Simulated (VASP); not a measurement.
Data:

```
CdMgTe2
1.0
    4.52432     0.00000     0.00000
    0.00000     4.52432     0.00000
    0.00000     0.00000     6.33934
Mg Cd Te
1 1 2
Cartesian
  2.26216   2.26216   3.16967
  0.00000   0.00000   0.00000
  0.00000   2.26216   1.61215
  2.26216   0.00000   4.72719
```

These are LDA (Ceperley-Alder, Perdew-Zunger) with spin-orbit coupling, VASP's LDA PAW potentials (set 64) (plane waves; VASP) values and carry that method's errors. Numerical set-up: 400 eV cut-off, 5×5×3 Γ-centred mesh, Gaussian smearing of 0.050 eV, potentials Mg Cd Te.

Task: Give the energies of bands 19 to 32 at the high-symmetry points, in eV from the valence-band maximum.

Result: 
| band | Γ | X | M | Z | R | A |
|---|---|---|---|---|---|---|
| 19 | -1.78 | -2.44 | -2.11 | -1.61 | -1.27 | -2.88 |
| 20 | -1.78 | -2.44 | -2.11 | -1.61 | -1.27 | -2.88 |
| 21 | -0.86 | -2.15 | -2.07 | -1.39 | -1.12 | -2.39 |
| 22 | -0.86 | -2.15 | -2.07 | -1.39 | -1.12 | -2.39 |
| 23 | -0.03 | -1.05 | -1.76 | -1.09 | -0.73 | -2.23 |
| 24 | -0.03 | -1.05 | -1.76 | -1.09 | -0.73 | -2.23 |
| 25 | 0.00 | -0.87 | -1.69 | -0.87 | -0.57 | -2.16 |
| 26 | 0.00 | -0.87 | -1.69 | -0.87 | -0.57 | -2.16 |
| 27 | 1.20 | 3.17 | 2.15 | 2.86 | 1.71 | 4.16 |
| 28 | 1.20 | 3.17 | 2.15 | 2.86 | 1.71 | 4.16 |
| 29 | 2.28 | 3.61 | 2.22 | 3.15 | 2.63 | 4.26 |
| 30 | 2.28 | 3.61 | 2.22 | 3.15 | 2.63 | 4.26 |
| 31 | 2.75 | 5.04 | 2.25 | 3.40 | 4.72 | 4.47 |
| 32 | 2.75 | 5.04 | 2.25 | 3.40 | 4.72 | 4.47 |

The gap is direct, 1.20 eV, from the valence maximum at Γ to the conduction minimum at Γ.

The structure comes from a computed database's MgCdTe2 entry (P-4m2); how it stands against other phases isn't given here. It was relaxed first, which changed the volume by -6 %.
